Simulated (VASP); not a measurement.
SiC:

```
Si C
1.0
     3.08100    0.00000    0.00000
    -1.54050    2.66822    0.00000
     0.00000    0.00000   10.08500
Si C
4 4
Direct
  0.66667 0.33333 0.93784
  0.33333 0.66667 0.43784
  0.00000 0.00000 0.68789
  0.00000 0.00000 0.18789
  0.66667 0.33333 0.74980
  0.33333 0.66667 0.24980
  0.00000 0.00000 0.50046
  0.00000 0.00000 0.00046
```

The cell is a database's computed one.

Base run:

* Program: VASP 6.6.1
* Functional: PBE0
* Potentials or basis: VASP PAW PBE potentials, release 64 (Si, C)
* Cutoff: 520 eV
* k mesh: 6 × 6 × 2
* Occupations: gaussian, width 0.02 eV
* Spin: no spin polarisation

Its results: band gap on the k mesh 3.89 eV, indirect (least direct gap 5.13 eV); pressure -2.4 GPa; largest force 0.014 eV/Å.

Task: The run is repeated on the same cell with these changes: functional from PBE0 to PBE; k mesh from 6 × 6 × 2 to 12 × 12 × 4. What comes out?

Result: Band gap on the k mesh 2.23 eV, indirect (least direct gap 3.35 eV); pressure 2.8 GPa; largest force 0.005 eV/Å.

Several settings changed at once, so the effect can't be laid on one alone.

Caveats: the PAW data sets were made with another functional, which shifts forces and pressure a little (some runs).

A k mesh can miss the band edges.

Not every run made on this cell is shown here.
